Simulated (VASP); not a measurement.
Given:

```yaml
crystal:
  lattice:
    - [2.83895, 0.00000, 0.00000]
    - [0.00000, 2.83895, 0.00000]
    - [0.00000, 0.00000, 2.83895]
  atoms:
    - { symbol: Fe, position: [0.00000, 0.00000, 0.00000] }
    - { symbol: Al, position: [0.50000, 0.50000, 0.50000] }
```

Method: PBEsol GGA, VASP's PBE PAW potentials (set 64) (plane waves; VASP). Run with 400 eV cut-off, Gaussian smearing of 0.050 eV, potentials Fe Al.

Give the energies of bands 1 to 8 at the high-symmetry points, in eV from the Fermi level.

```tsv
band	Γ	X	M	R
1	-10.48	-6.16	-4.79	-3.41
2	-2.34	-6.01	-2.38	-3.41
3	-2.34	-1.65	-2.01	-3.41
4	0.19	-0.86	-2.01	0.93
5	0.19	-0.86	-0.60	0.93
6	0.19	0.33	-0.60	3.17
7	6.73	1.35	0.89	3.17
8	6.73	8.90	3.69	3.17
```

It has no gap at this level: it comes out as a metal or semimetal.

The structure was generated: FeAl was put into the CsCl type type (Pm-3m), which need not be its known phase. It was relaxed first, which changed the volume by -36 %. The run is not spin-polarised, so no magnetic state was tried. The electron count is odd and the run is not spin-polarised, which forces a metal.
